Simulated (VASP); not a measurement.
Data:

```yaml
crystal:
  lattice:
    - [0.00000, 2.98167, 2.98167]
    - [2.98167, 0.00000, 2.98167]
    - [2.98167, 2.98167, 0.00000]
  atoms:
    - { symbol: Li, position: [0.25000, 0.25000, 0.25000] }
    - { symbol: Li, position: [0.75000, 0.75000, 0.75000] }
    - { symbol: Se, position: [0.00000, 0.00000, 0.00000] }
```

Calculation: vdW-DF2, VASP's PBE PAW potentials (set 64) (plane waves; VASP). Numerical set-up: 520 eV cut-off, 6×6×6 Γ-centred mesh, Gaussian smearing of 0.050 eV, potentials Li_sv Se.

Task: Predict the energy per atom (σ→0), pressure, band gap (on the k-mesh) with the smallest direct gap where there is one.

Result: 
| Quantity | Value |
|---|---|
| band gap (on the k-mesh) | 3.14 eV |
| smallest direct gap (on the k-mesh) | 3.62 eV |
| energy per atom (σ→0) | -2.640 eV/atom |
| pressure | 2.23 GPa |

The absolute energy has meaning only against runs of the same code, potentials and settings.

The compound is Li2Se in the antifluorite structure. This cell is one point of a volume scan, at 0.94 of the reference volume.
